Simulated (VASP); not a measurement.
An input for Ansatz (written as the equivalent of a VASP run, and not itself run):

Ansatz 0.2 input:
```yaml
crystal:
  lattice:
    - [0.0000000, 2.3532690, 2.3532690]
    - [2.3532690, 0.0000000, 2.3532690]
    - [2.3532690, 2.3532690, 0.0000000]
  atoms:
    - { symbol: Ce, position: [0.0000000, 0.0000000, 0.0000000] }
kpoints:
  mp_grid: { grid: [10, 10, 10] }
hamiltonian:
  xc: lda
  pseudopotentials: { kind: paw }
scf:
  occupations: { method: fermi_dirac, width: 0.1 }
  max_iter: 100
output: { forces: true, stress: true, eigenvalues: true }
```

Problem. Write the VASP files for the same calculation (LDA).

Solution. This is not unique; one that fits is 
KPOINTS:
```
Automatic mesh
0
G
10 10 10
0 0 0
```

### POSCAR
```
Ce
3.3280250
  0.0000000000   0.7071067675   0.7071067675
  0.7071067675   0.0000000000   0.7071067675
  0.7071067675   0.7071067675   0.0000000000
Ce
1
Cartesian
  0.0000000000   0.0000000000   0.0000000000
```

**INCAR**
```
# general
SYSTEM  = Ce
PREC    = Accurate
ENCUT   = 300
LREAL   = .FALSE.   # projection in real space or not
LASPH   = .TRUE.

# electronic loop
EDIFF   = 1E-6   # SCF stop (eV)
NELM    = 100   # most electronic steps
ALGO    = Normal
LMAXMIX = 6   # l cut-off of mixed one-centre charges

# smearing
ISMEAR  = -1   # Fermi-Dirac
SIGMA   = 0.1   # width (eV)

# ions
ISIF    = 2

# output
LWAVE   = .FALSE.
LCHARG  = .FALSE.
```

POTCAR, in this order: Ce (LDA.64 set). Program: vasp_std.

What does not carry over: each code has its own PAW files, so the cut-off isn't converted (ENCUT is set for VASP's; basis.ecutwfc is left out, and Ansatz then takes the one that its files recommend); Ansatz stops its SCF on the density residual and VASP on the energy change (EDIFF); Ansatz's lda is the Perdew-Wang form, while the LDA potentials of VASP carry Perdew-Zunger's.

The structure comes from a computed database's Ce entry; how it stands against other phases isn't given here. The cell was not relaxed at this level. The run is one of a series of settings (GGA removed, POTCAR Ce (LDA.64 set) against the base run), some of them coarse on purpose.
